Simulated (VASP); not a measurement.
The system is InGa3As4.

```
In Ga As
1.0
     0.00000    5.76000    5.76000
     5.76000    0.00000    5.76000
     5.76000    5.76000    0.00000
In Ga As
2 6 8
Direct
  0.00000 0.00000 0.00000
  0.50000 0.50000 0.50000
  0.00000 0.00000 0.50000
  0.00000 0.50000 0.00000
  0.00000 0.50000 0.50000
  0.50000 0.00000 0.00000
  0.50000 0.00000 0.50000
  0.50000 0.50000 0.00000
  0.12500 0.12500 0.12500
  0.12500 0.12500 0.62500
  0.12500 0.62500 0.12500
  0.12500 0.62500 0.62500
  0.62500 0.12500 0.12500
  0.62500 0.12500 0.62500
  0.62500 0.62500 0.12500
  0.62500 0.62500 0.62500
```

The cell comes from a database or a generator and needn't be the stable form of this composition.

* Program: VASP 6.6.1
* Task: relaxation of cell and atoms
* Functional: PBEsol
* Potentials or basis: VASP PAW PBE potentials, release 64 (In_d, Ga_d, As)
* Cutoff: 520 eV
* k mesh: 4 × 4 × 4
* Occupations: gaussian, width 0.03 eV
* Spin: no spin polarisation

At the start: pressure 1.0 GPa; volume 23.89 Å³/atom.

Problem. How do energy, volume and symmetry change on relaxing?

Solution. Over 5 steps the energy falls by 31.5 meV/atom and the volume is 24.03 Å³/atom (+0.6 %); space group P-43m (No. 215, to 0.05 Å).

Step by step:
| step | energy change (eV) | largest force (eV/Å) | pressure (GPa) | volume (Å³) |
| --- | --- | --- | --- | --- |
| 1 | 0.0000 | 1.3680 | 1.04 | 382.21 |
| 2 | -0.4456 | 0.3509 | -0.86 | 390.84 |
| 3 | -0.4629 | 0.1313 | -1.26 | 393.04 |
| 4 | -0.5020 | 0.0318 | 0.30 | 382.67 |
| 5 | -0.5039 | 0.0016 | -0.02 | 384.51 |

Final structure:
```cif
data_structure
_symmetry_space_group_name_H-M 'P 1'
_symmetry_Int_Tables_number 1
_cell_length_a 8.1622
_cell_length_b 8.1622
_cell_length_c 8.1622
_cell_angle_alpha 60.000
_cell_angle_beta 60.000
_cell_angle_gamma 60.000
_cell_volume 384.51
loop_
_atom_site_label
_atom_site_type_symbol
_atom_site_fract_x
_atom_site_fract_y
_atom_site_fract_z
_atom_site_occupancy
In1 In 0.00000 0.00000 0.00000 1
In2 In 0.50000 0.50000 0.50000 1
Ga1 Ga 0.00000 0.00000 0.50000 1
Ga2 Ga 0.00000 0.50000 0.00000 1
Ga3 Ga 0.00000 0.50000 0.50000 1
Ga4 Ga 0.50000 0.00000 0.00000 1
Ga5 Ga 0.50000 0.00000 0.50000 1
Ga6 Ga 0.50000 0.50000 0.00000 1
As1 As 0.12975 0.12975 0.12975 1
As2 As 0.12975 0.12975 0.61076 1
As3 As 0.12975 0.61076 0.12975 1
As4 As 0.11076 0.62975 0.62975 1
As5 As 0.61076 0.12975 0.12975 1
As6 As 0.62975 0.11076 0.62975 1
As7 As 0.62975 0.62975 0.11076 1
As8 As 0.62975 0.62975 0.62975 1
```

Caveat: the PAW data sets were made with another functional, which shifts forces and pressure a little.
